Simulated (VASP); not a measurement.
All values below come from PBEsol GGA, VASP's PBE PAW potentials (set 64) (plane waves; VASP 6.6.1).

The input files of a VASP run:

### POSCAR
```
W
1
    5.0362294859     0.0000000000    -0.0000000000
    0.0000000000     5.0362294859     0.0000000000
    0.0000000000    -0.0000000000     5.0362294859
W
8
Direct
  0.0000000000   0.0000000000   0.0000000000
  0.5000000000   0.5000000000   0.5000000000
  0.0000000000   0.5000000000   0.2500000000
  0.0000000000   0.5000000000   0.7500000000
  0.2500000000   0.0000000000   0.5000000000
  0.7500000000   0.0000000000   0.5000000000
  0.5000000000   0.7500000000   0.0000000000
  0.5000000000   0.2500000000   0.0000000000
```

INCAR:
```
SYSTEM = W
PREC = Accurate
ENCUT = 400
EDIFF = 1E-6
NELM = 100
ALGO = Normal
LREAL = .FALSE.
LASPH = .TRUE.
ISMEAR = 1
SIGMA = 0.1
GGA = PS
LMAXMIX = 6
LWAVE = .FALSE.
LCHARG = .FALSE.
IBRION = 2
ISIF = 3
NSW = 60
EDIFFG = -0.02
```

### KPOINTS
```
Automatic mesh
0
Gamma
6 6 6
0 0 0
```

POTCAR, in this order: W_sv (PBE.64 set). Program: vasp_std.

Unless said otherwise, spin-orbit coupling is left out, though it shifts the bands of the heavy elements here.

Task: Estimate the energy per atom (σ→0), band gap (on the k-mesh).

Result: 
| Item | Value |
|---|---|
| energy per atom (σ→0) | -13.706 eV/atom |
| band gap (on the k-mesh) | none (metal, semimetal or under 0.01 eV) |

**OSZICAR**
```
...
DAV:   8    -0.109676788814E+03    0.52142E-01   -0.29497E-01  3354   0.434E+00    0.112E+00
DAV:   9    -0.109652148254E+03    0.24641E-01   -0.40618E-02  3301   0.140E+00    0.256E-01
DAV:  10    -0.109651885152E+03    0.26310E-03   -0.33136E-03  3378   0.415E-01    0.111E-01
DAV:  11    -0.109651877261E+03    0.78912E-05   -0.21684E-04  3234   0.737E-02    0.279E-02
DAV:  12    -0.109651873288E+03    0.39728E-05   -0.14419E-05  3026   0.218E-02    0.981E-03
DAV:  13    -0.109651871567E+03    0.17212E-05   -0.18222E-06  2013   0.106E-02    0.408E-03
DAV:  14    -0.109651871202E+03    0.36502E-06   -0.29764E-07  1666   0.293E-03
   1 F= -.10965187E+03 E0= -.10965198E+03  d E =-.109652E+03
```

The structure comes from a measured W entry (Pm-3n) of the Crystallography Open Database, whose conditions weren't checked. It was relaxed first. The start is the result of an earlier pass.
